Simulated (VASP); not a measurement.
Input:

```
Mg3ZnO4
1.0
    2.98536    -4.22433     0.00000
    2.98536     4.22433     0.00000
    0.00000     0.00000     2.99175
Mg Zn O
3 1 4
Direct
  0.50000   0.50000   0.00000
  0.00000   0.50000   0.50000
  0.50000   0.00000   0.50000
  0.00000   0.00000   0.00000
  0.25283   0.74717   0.00000
  0.74717   0.25283   0.00000
  0.74486   0.74486   0.50000
  0.25514   0.25514   0.50000
```

All values below come from PBEsol GGA, VASP's PBE PAW potentials (set 64) (plane waves; VASP). Run with 520 eV cut-off, 5×5×7 Γ-centred mesh, Gaussian smearing of 0.010 eV, potentials Mg Zn O.

Task: Give the electronic dielectric tensor ε∞ (DFPT, local fields included).

Result: 
```
3.58  0.00  0.00
0.00  3.59  0.00
0.00  0.00  3.61
```

Task: Give the Born effective charges.

Result: 
| atom | Z*xx | Z*yy | Z*zz | mean |
|---|---|---|---|---|
| Mg1 | 2.23 | 2.10 | 1.99 | 2.10 |
| Mg2 | 1.98 | 2.00 | 1.99 | 1.99 |
| Mg3 | 1.98 | 2.00 | 1.99 | 1.99 |
| Zn4 | 2.04 | 2.17 | 2.33 | 2.18 |
| O5 | -1.93 | -2.21 | -1.93 | -2.03 |
| O6 | -1.93 | -2.21 | -1.93 | -2.03 |
| O7 | -2.18 | -1.92 | -2.21 | -2.10 |
| O8 | -2.18 | -1.92 | -2.21 | -2.10 |

Task: And the static tensor with the ions free?

Result: 
```
12.4  0.00  0.00
0.00  12.6  0.00
0.00  0.00  13.2
```

Task: Which frequencies do the optical Γ-point modes have (no LO-TO splitting)?

Result: 154, 188, 197, 255, 263, 274, 316, 316, 339, 340, 355, 363, 371, 385, 423, 426, 472, 506, 524, 539, 557 cm⁻¹.

The structure comes from a computed database's Mg3ZnO4 entry (Cmmm); how it stands against other phases isn't given here. It was relaxed first.
